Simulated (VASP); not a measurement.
Output of a VASP run:

### OSZICAR
```
       N       E                     dE             d eps       ncg     rms          rms(c)
DAV:   1     0.274336150164E+01    0.27434E+01   -0.12610E+03  1620   0.469E+02
DAV:   2    -0.292133982734E+00   -0.30355E+01   -0.29386E+01  2142   0.290E+01
DAV:   3    -0.314790970600E+00   -0.22657E-01   -0.21922E-01  2310   0.330E+00
DAV:   4    -0.314880803448E+00   -0.89833E-04   -0.82174E-04  2226   0.158E-01
DAV:   5    -0.314881077931E+00   -0.27448E-06   -0.27684E-06  2238   0.781E-03    0.985E-01
DAV:   6    -0.326069489234E+00   -0.11188E-01   -0.23299E-03  1986   0.445E-01    0.645E-01
DAV:   7    -0.333271957608E+00   -0.72025E-02   -0.85247E-03  1752   0.922E-01    0.377E-02
DAV:   8    -0.333305163054E+00   -0.33205E-04   -0.35283E-05  2196   0.503E-02    0.955E-03
DAV:   9    -0.333314493174E+00   -0.93301E-05   -0.30577E-06  2112   0.161E-02    0.121E-03
DAV:  10    -0.333315626383E+00   -0.11332E-05   -0.54801E-08  1824   0.237E-03    0.352E-04
DAV:  11    -0.333315515249E+00    0.11113E-06   -0.28338E-09  1098   0.462E-04    0.580E-05
DAV:  12    -0.333315489752E+00    0.25497E-07   -0.24806E-10  1056   0.131E-04
   1 F= -.33331549E+00 E0= -.33331549E+00  d E =0.000000E+00
```

### OUTCAR
```
------------------------ aborting loop because EDIFF is reached ----------------------------------------
  FORCE on cell =-STRESS in cart. coord.  units (eV):
  Direction    XX          YY          ZZ          XY          YZ          ZX
  --------------------------------------------------------------------------------------
  Total       -0.0702792     -0.0702792      0.0653629      0.0000000      0.0000000      0.0000000
  in kB       -2.4706074     -2.4706082      2.2977790      0.0000000      0.0000000      0.0000000
  external PRESSURE =      -0.8811455 kB  Pullay stress =       0.0000000 kB
  volume of cell :       45.58
      direct lattice vectors                 reciprocal lattice vectors
     1.604075640 -2.778340960  0.000000000     0.311705999 -0.179963513  0.000000000
     1.604075640  2.778340960  0.000000000     0.311705999  0.179963513  0.000000000
     0.000000000  0.000000000  5.113204155     0.000000000  0.000000000  0.195572085
 POSITION                                       TOTAL-FORCE (eV/Angst)
 -----------------------------------------------------------------------------------
      1.60408      0.92612      1.27830         0.000000     -0.000000      0.000000
      1.60408     -0.92612      3.83490         0.000000      0.000000      0.000000
 -----------------------------------------------------------------------------------
    total drift:                               -0.000000     -0.000006      0.000001
  FREE ENERGIE OF THE ION-ELECTRON SYSTEM (eV)
  ---------------------------------------------------
  free  energy   TOTEN  =        -0.3333154898 eV

  energy  without entropy=       -0.3333154898  energy(sigma->0) =       -0.33331549

 total charge

# of ion       s       p       d       tot
------------------------------------------
    1        0.200   0.130   0.011   0.341
    2        0.200   0.130   0.011   0.341
--------------------------------------------------
tot          0.400   0.260   0.023   0.682
```
(Selected blocks of OUTCAR.)

File POSCAR:
```
Mg
1
    1.6040756398    -2.7783409603     0.0000000000
    1.6040756398     2.7783409603     0.0000000000
    0.0000000000     0.0000000000     5.1132041553
Mg
2
Direct
  0.3333330000   0.6666670000   0.2500000000
  0.6666670000   0.3333330000   0.7500000000
```

Q: Write an INCAR and KPOINTS that could have produced this output.

A: One answer among several that fit: the input of the run itself, vdW-DF-cx, plane waves, VASP's PBE PAW potentials (set 64).

### KPOINTS
```
Automatic mesh
0
Gamma
15 15 8
0 0 0
```

### INCAR
```
! general
SYSTEM   = Mg
PREC     = Accurate
ENCUT    = 520   ! plane-wave cut-off (eV)
LREAL    = F
LASPH    = T

! electronic loop
EDIFF    = 1E-7   ! SCF stop (eV)
NELM     = 100   ! most electronic steps
ALGO     = Normal   ! blocked Davidson

! smearing
ISMEAR   = -5

! functional
GGA      = CX
LUSE_VDW = T
AGGAC    = 0.0

! ions
ISIF     = 2

! output
LWAVE    = F
LCHARG   = T
LORBIT   = 11
NEDOS    = 601   ! DOS grid
```

POTCAR, in this order: Mg (PBE.64 set). Program: vasp_std.

For a metal the tetrahedron method with Blöchl corrections gives inexact stress and forces.

The compound is Mg in the hcp structure. It was relaxed first.
